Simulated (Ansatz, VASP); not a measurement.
# MoS2 in two plane-wave programs

One calculation is typed for both programs; each brings its own data sets. How far apart do they land? The cell is taken from a series of runs on this material, whose earlier steps may have relaxed, scaled, displaced or heated it; both programs get it as it stands.

Method: plane waves, with VASP 6.6.1 beside it; G0W0 gap at PBE, in Ansatz 0.2.0.

### Step 1. Set-up

Symmetry: P6_3/mmc, No. 194, hexagonal system. Conventional cell: a = 3.149 Å, b = 3.149 Å, c = 12.091 Å, α = 90.00°, β = 90.00°, γ = 120.00°. Mo has 6 S at 2.40 Å nearest. Nearest to S lie 3 Mo at 2.40 Å. Farther neighbours and most contacts between anions are not listed.

Coordinates:

```cif
data_structure
_symmetry_space_group_name_H-M 'P 1'
_symmetry_Int_Tables_number 1
_cell_length_a 3.1492
_cell_length_b 3.1492
_cell_length_c 12.0912
_cell_angle_alpha 90.000
_cell_angle_beta 90.000
_cell_angle_gamma 120.000
_cell_volume 103.85
loop_
_atom_site_label
_atom_site_type_symbol
_atom_site_fract_x
_atom_site_fract_y
_atom_site_fract_z
_atom_site_occupancy
Mo1 Mo 0.33333 0.66667 0.25000 1
Mo2 Mo 0.66667 0.33333 0.75000 1
S3 S 0.33333 0.66667 0.62050 1
S4 S 0.66667 0.33333 0.12050 1
S5 S 0.33333 0.66667 0.87950 1
S6 S 0.66667 0.33333 0.37950 1
```

### Step 2. VASP: G0W0 gap, PBE

Quasiparticle shifts depend on high empty states and on the cores, so they are the hardest test of two PAW sets.

Lines of VASP's logs that name or quote its potential files are left out, and so is its time.

The run reads the wave functions of an earlier VASP run, which isn't shown here.

File INCAR:

```
SYSTEM = MoS2
PREC = Accurate
ENCUT = 370
ISMEAR = 0
SIGMA = 0.01
LREAL = .FALSE.
GGA = PE
NBANDS = 408
LASPH = .TRUE.
ALGO = EVGW0
NELMGW = 1
ENCUTGW = 138
NOMEGA = 64
PRECFOCK = Fast
NBANDSGW = 40
LWAVE = .FALSE.
LCHARG = .FALSE.
```

File POSCAR:

```
MoS2
1.0
    3.1491610477      0.0000000000      0.0000000000
   -1.5745805239      2.7272534679      0.0000000000
    0.0000000000      0.0000000000     12.0912228302
Mo S
2 4
Direct
    0.3333333333      0.6666666667      0.2500000000
    0.6666666667      0.3333333333      0.7500000000
    0.3333333333      0.6666666667      0.6205030208
    0.6666666667      0.3333333333      0.1205030208
    0.3333333333      0.6666666667      0.8794969792
    0.6666666667      0.3333333333      0.3794969792
```

File KPOINTS:

```
Automatic mesh
0
Gamma
6 6 2
0 0 0
```

The projector-augmented-wave data sets are Mo_sv_GW and S_GW (PBE family, release 64).

Run with:

```console
$ mpirun -np 8 vasp_std
```

Numbers of over 12 decimals in the logs are rounded to 6 here.

Output:

```text
[banner, memory and clock lines left out]
running    8 mpi-ranks, on    1 nodes
 distrk:  each k-point on    8 cores,    1 groups
 distr:  one band on    1 cores,    8 groups

 POSCAR found type information on POSCAR MoS
 POSCAR found :  2 types and       6 ions
|                                                                             |
|           W    W    AA    RRRRR   N    N  II  N    N   GGGG   !!!           |
|           W    W   A  A   R    R  NN   N  II  NN   N  G    G  !!!           |
|           W    W  A    A  R    R  N N  N  II  N N  N  G       !!!           |
|           W WW W  AAAAAA  RRRRR   N  N N  II  N  N N  G  GGG   !            |
|           WW  WW  A    A  R   R   N   NN  II  N   NN  G    G                |
|           W    W  A    A  R    R  N    N  II  N    N   GGGG   !!!           |
|                                                                             |
|     For optimal performance we recommend to set                             |
|       NCORE = 2 up to number-of-cores-per-socket                            |
|     NCORE specifies how many cores store one orbital (NPAR=cpu/NCORE).      |
|     This setting can greatly improve the performance of VASP for DFT.       |
|     The default, NCORE=1 might be grossly inefficient on modern             |
|     multi-core architectures or massively parallel machines. Do your        |
|     Unfortunately you need to use the default for GW and RPA                |
|     calculations (for HF NCORE is supported but not extensively tested      |
|     yet).                                                                   |
|                                                                             |

|                                                                             |
|           W    W    AA    RRRRR   N    N  II  N    N   GGGG   !!!           |
|           W    W   A  A   R    R  NN   N  II  NN   N  G    G  !!!           |
|           W    W  A    A  R    R  N N  N  II  N N  N  G       !!!           |
|           W WW W  AAAAAA  RRRRR   N  N N  II  N  N N  G  GGG   !            |
|           WW  WW  A    A  R   R   N   NN  II  N   NN  G    G                |
|           W    W  A    A  R    R  N    N  II  N    N   GGGG   !!!           |
|                                                                             |
|     The default for ENCUTGWSOFT is different in this version of VASP.       |
|     please manually set ENCUTGWSOFT =138 in the INCAR file.                 |
|                                                                             |

 LDA part: xc-table for (Slater+PW92), standard interpolation
 found WAVECAR, reading the header
 POSCAR, INCAR and KPOINTS ok, starting setup
 FFT: planning ... GRIDC
 FFT: planning ... GRID_SOFT
 FFT: planning ... GRID
 reading WAVECAR
 the WAVECAR file was read successfully
 initial charge from wavefunction
 available memory per node:     28.45 GB, setting MAXMEM to     29136

 The Fermi energy was updated, please check that it is located mid-gap
 values below the HOMO (VB) or above the LUMO (CB) will cause erroneous energies
 E-fermi :   8.3196

 calculate exact exchange contribution
 the WAVEDER file was read successfully
|                                                                             |
|           W    W    AA    RRRRR   N    N  II  N    N   GGGG   !!!           |
|           W    W   A  A   R    R  NN   N  II  NN   N  G    G  !!!           |
|           W    W  A    A  R    R  N N  N  II  N N  N  G       !!!           |
|           W WW W  AAAAAA  RRRRR   N  N N  II  N  N N  G  GGG   !            |
|           WW  WW  A    A  R   R   N   NN  II  N   NN  G    G                |
|           W    W  A    A  R    R  N    N  II  N    N   GGGG   !!!           |
|                                                                             |
|     Automatic setting of frequency mesh for GW failed. Frequency mesh       |
|     properly not suitable for determining QP energies. Consider             |
|     increasing number of kpoints.                                           |
|                                                                             |

energies w=
    0.000    0.000    0.691    0.000    1.381    0.000    2.067    0.000
    2.749    0.000    3.424    0.000    4.093    0.000    4.754    0.000
    5.407    0.000    6.050    0.000    6.685    0.000    7.311    0.000
    7.927    0.000    8.536    0.000    9.137    0.000    9.731    0.000
   10.319    0.000   10.902    0.000   11.481    0.000   12.056    0.000
   12.630    0.000   13.203    0.000   13.777    0.000   14.352    0.000
   14.931    0.000   15.516    0.000   16.107    0.000   16.707    0.000
   17.316    0.000   17.939    0.000   18.576    0.000   19.230    0.000
   19.905    0.000   20.603    0.000   21.327    0.000   22.081    0.000
   22.869    0.000   23.697    0.000   24.569    0.000   25.494    0.000
   26.476    0.000   27.528    0.000   28.657    0.000   29.875    0.000
   31.199    0.000   32.646    0.000   34.237    0.000   36.000    0.000
   37.967    0.000   40.180    0.000   42.691    0.000   45.573    0.000
   48.914    0.000   52.840    0.000   57.520    0.000   63.197    0.000
   70.227    0.000   79.157    0.000   90.867    0.000  106.874    0.000
  130.039    0.000  166.472    0.000  231.973    0.000  383.902    0.000
 responsefunction array rank=     400
 LDA part: xc-table for (Slater+PW92), standard interpolation

 min. memory requirement per mpi rank    505.8 MB, per node   4046.4 MB

 allocating   8 responsefunctions rank=   400
 shmem allocating  64 responsefunctions rank=   400
 response function shared by NCSHMEM nodes    1
 Doing            8  frequencies on each core in blocks of           64
NQ=   1    0.0000    0.0000    0.0000,
|.........|.........|.........|.........|.........|.........|.........|.........
 performed       1887000 updates of chi_q(r,r)
 total number of BLAS operations       1755.53 Gflops
NQ=   2    0.1667    0.0000    0.0000,
|.........|.........|.........|.........|.........|.........|.........|.........
 performed       5275000 updates of chi_q(r,r)
 total number of BLAS operations       5446.70 Gflops
NQ=   3    0.3333   -0.0000    0.0000,
|.........|.........|.........|.........|.........|.........|.........|.........
 performed       8663000 updates of chi_q(r,r)
 total number of BLAS operations       9381.85 Gflops
NQ=   4    0.5000   -0.0000    0.0000,
|.........|.........|.........|.........|.........|.........|.........|.........
 performed      11202000 updates of chi_q(r,r)
 total number of BLAS operations      12409.41 Gflops
NQ=   5    0.1667    0.1667    0.0000,
|.........|.........|.........|.........|.........|.........|.........|.........
 performed      14590000 updates of chi_q(r,r)
 total number of BLAS operations      16385.99 Gflops
NQ=   6    0.3333    0.1667    0.0000,
|.........|.........|.........|.........|.........|.........|.........|.........
 performed      18370000 updates of chi_q(r,r)
 total number of BLAS operations      20915.35 Gflops
NQ=   7    0.3333    0.3333    0.0000,
|.........|.........|.........|.........|.........|.........|.........|.........
 performed      20583000 updates of chi_q(r,r)
 total number of BLAS operations      23734.56 Gflops
NQ=   8    0.0000    0.0000    0.5000,
|.........|.........|.........|.........|.........|.........|.........|.........
 performed      22470000 updates of chi_q(r,r)
 total number of BLAS operations      25562.91 Gflops
NQ=   9    0.1667    0.0000    0.5000,
|.........|.........|.........|.........|.........|.........|.........|.........
 performed      25858000 updates of chi_q(r,r)
 total number of BLAS operations      29354.79 Gflops
NQ=  10    0.3333   -0.0000    0.5000,
|.........|.........|.........|.........|.........|.........|.........|.........
 performed      29246000 updates of chi_q(r,r)
 total number of BLAS operations      33269.31 Gflops
NQ=  11    0.5000   -0.0000    0.5000,
|.........|.........|.........|.........|.........|.........|.........|.........
 performed      31785000 updates of chi_q(r,r)
 total number of BLAS operations      36203.48 Gflops
NQ=  12    0.1667    0.1667    0.5000,
|.........|.........|.........|.........|.........|.........|.........|.........
 performed      35173000 updates of chi_q(r,r)
 total number of BLAS operations      40242.60 Gflops
NQ=  13    0.3333    0.1667    0.5000,
|.........|.........|.........|.........|.........|.........|.........|.........
 performed      38953000 updates of chi_q(r,r)
 total number of BLAS operations      44748.58 Gflops
NQ=  14    0.3333    0.3333    0.5000,
|.........|.........|.........|.........|.........|.........|.........|.........
 performed      41166000 updates of chi_q(r,r)
 total number of BLAS operations      47359.81 Gflops
 resolving degeneracies of screened two electron integrals

 calculate QP shifts <psi_nk| G(iteration)W_0 |psi_nk>: iteration 1
 entering main loop
```

From OUTCAR (step 2):

```text
ion  position               nearest neighbor table
   1  0.333  0.667  0.250-   4 2.40   6 2.40   4 2.40   6 2.40   4 2.40   6 2.40
   2  0.667  0.333  0.750-   3 2.40   5 2.40   3 2.40   5 2.40   3 2.40   5 2.40
   3  0.333  0.667  0.621-   2 2.40   2 2.40   2 2.40
   4  0.667  0.333  0.121-   1 2.40   1 2.40   1 2.40
   5  0.333  0.667  0.879-   2 2.40   2 2.40   2 2.40
   6  0.667  0.333  0.379-   1 2.40   1 2.40   1 2.40

  LATTYP: Found a hexagonal cell.
 ALAT       =     3.1491610477
 C/A-ratio  =     3.8395060294

 Subroutine GETGRP returns: Found 24 space group operations
 (whereof 12 operations were pure point group operations)

The static configuration has the point symmetry D_3d.
 The point group associated with its full space group is D_6h.

 Found     14 irreducible k-points:

   k-points           NKPTS =     14   k-points in BZ     NKDIM =     72   number of bands    NBANDS=    408

   dimension x,y,z NGX =    20 NGY =   20 NGZ =   80
   dimension x,y,z NGXF=    40 NGYF=   40 NGZF=  160

   ENCUT  =  370.0 eV  27.19 Ry    5.21 a.u.   4.94  4.94 18.96*2*pi/ulx,y,z

   NELECT =      52.0000    total number of electrons

  energy-cutoff  :      370.00
  volume of cell :      103.85
      direct lattice vectors                 reciprocal lattice vectors
     3.149161048  0.000000000  0.000000000     0.317544890  0.183334628  0.000000000
    -1.574580524  2.727253468  0.000000000     0.000000000  0.366669256  0.000000000
     0.000000000  0.000000000 12.091222830     0.000000000  0.000000000  0.082704621

 k-points in reciprocal lattice and weights: Automatic mesh
   0.00000000  0.00000000  0.00000000       0.014
   0.16666667  0.00000000  0.00000000       0.083
   0.33333333 -0.00000000  0.00000000       0.083
   0.50000000 -0.00000000  0.00000000       0.042
   0.16666667  0.16666667  0.00000000       0.083
   0.33333333  0.16666667  0.00000000       0.167
   0.33333333  0.33333333  0.00000000       0.028
   0.00000000  0.00000000  0.50000000       0.014
   0.16666667  0.00000000  0.50000000       0.083
[...]
0.33333333  0.16666667  0.50000000       0.167
   0.33333333  0.33333333  0.50000000       0.028

 E-fermi :   8.3196

 QP shifts <psi_nk| G(iteration)W_0 |psi_nk>: iteration 1
 for sc-GW calculations column KS-energies equals QP-energies in previous step
 and V_xc(KS)=  KS-energies - (<T + V_ion + V_H > + <T+V_H+V_ion>^1  + <V_x>^1)
 k-point   1 :       0.0000    0.0000    0.0000
  band No.  KS-energies  QP-energies   sigma(KS)   V_xc(KS)     V^pw_x(r,r')   Z            occupation Imag(sigma)
    ...
     23       5.7626       5.6051     -16.3391     -16.1285     -17.7271       0.7479       2.0000       0.1813
     24       6.6421       6.5380     -15.4997     -15.3603     -16.5009       0.7467       2.0000       0.1657
     25       6.8173       6.3714     -14.4825     -13.8934     -16.2192       0.7568       2.0000       0.1814
     26       7.9270       7.8705     -16.3796     -16.3039     -16.8335       0.7469       2.0000       0.0995
     27      10.0061      10.4497     -15.0726     -15.6648     -10.9273       0.7491       0.0000      -0.2151
     28      10.0061      10.4497     -15.0726     -15.6648     -10.9273       0.7491       0.0000      -0.2151
     29      10.0412      10.4727     -14.9590     -15.5351     -10.7867       0.7489       0.0000      -0.2177
     30      10.0412      10.4727     -14.9590     -15.5351     -10.7867       0.7489       0.0000      -0.2177
    ...

 k-point   2 :       0.1667    0.0000    0.0000
  band No.  KS-energies  QP-energies   sigma(KS)   V_xc(KS)     V^pw_x(r,r')   Z            occupation Imag(sigma)
    ...
     23       5.7992       5.3980     -14.5375     -14.0036     -16.3800       0.7516       2.0000       0.2057
     24       6.6299       6.5436     -15.7866     -15.6707     -16.8348       0.7447       2.0000       0.1655
     25       6.7627       6.3339     -14.4542     -13.8854     -16.1881       0.7538       2.0000       0.1799
     26       7.0857       6.9883     -15.8736     -15.7433     -16.7225       0.7473       2.0000       0.1378
     27       9.3835       9.7438     -14.7931     -15.2743     -10.8590       0.7490       0.0000      -0.2014
     28       9.7239      10.1096     -15.1097     -15.6286     -11.1752       0.7433       0.0000      -0.2155
     29       9.7766      10.2656     -15.3082     -15.9572     -11.0017       0.7536       0.0000      -0.2125
     30       9.9821      10.3888     -15.4476     -15.9963     -11.3154       0.7411       0.0000      -0.2413
    ...

 k-point   3 :       0.3333   -0.0000    0.0000
  band No.  KS-energies  QP-energies   sigma(KS)   V_xc(KS)     V^pw_x(r,r')   Z            occupation Imag(sigma)
    ...
     23       5.8253       5.4043     -14.6198     -14.0537     -16.6968       0.7436       2.0000       0.2266
     24       5.9564       5.6680     -15.4076     -15.0223     -17.1680       0.7485       2.0000       0.2024
     25       6.0105       5.8489     -15.1083     -14.8927     -16.3920       0.7492       2.0000       0.1951
     26       6.3179       6.1878     -15.5496     -15.3754     -16.7605       0.7467       2.0000       0.1790
     27       9.2590       9.7046     -15.5474     -16.1444     -11.4346       0.7463       0.0000      -0.2091
     28       9.3806       9.8902     -16.3244     -17.0126     -12.1961       0.7405       0.0000      -0.2144
     29       9.5767      10.0844     -16.4200     -17.1076     -12.2186       0.7383       0.0000      -0.2265
     30      10.0450      10.5232     -16.1419     -16.7897     -11.7327       0.7380       0.0000      -0.2627
    ...

 k-point   4 :       0.5000   -0.0000    0.0000
  band No.  KS-energies  QP-energies   sigma(KS)   V_xc(KS)     V^pw_x(r,r')   Z            occupation Imag(sigma)
    ...
     23       6.1349       5.7425     -14.5803     -14.0579     -16.3933       0.7514       2.0000       0.1962
     24       6.3907       6.0238     -14.8349     -14.3476     -16.5294       0.7530       2.0000       0.1828
     25       6.4314       6.1315     -14.3610     -13.9658     -15.6175       0.7588       2.0000       0.1676
     26       6.5834       6.3833     -15.0784     -14.8128     -16.2223       0.7532       2.0000       0.1616
     27       9.5328      10.1572     -17.6038     -18.4556     -13.1442       0.7331       0.0000      -0.2398
     28       9.5887      10.2076     -17.5834     -18.4301     -13.0905       0.7310       0.0000      -0.2446
     29       9.9050      10.4504     -16.7662     -17.5098     -12.1624       0.7334       0.0000      -0.2707
     30      10.2192      10.7858     -17.2476     -18.0239     -12.4815       0.7299       0.0000      -0.3001
    ...

[... 4 further parts left out ...]
```

This run has no spin polarisation, so a moment on Mo, if there is one, isn't seen.

(Continued in part 2 of 2.)

[Lines on the potential files, build, host, timing and source positions are cut from VASP's logs without a mark.]

[Logs are printed without paths, hosts, clocks, repeated set-up lines and the standing remarks that a program may print on its own settings, such as how far it seeks lower states.]

[Hosts, paths, dates, database ids (printed as entryN), source tags and the programs' standing remarks are cut or masked in the printed files.]
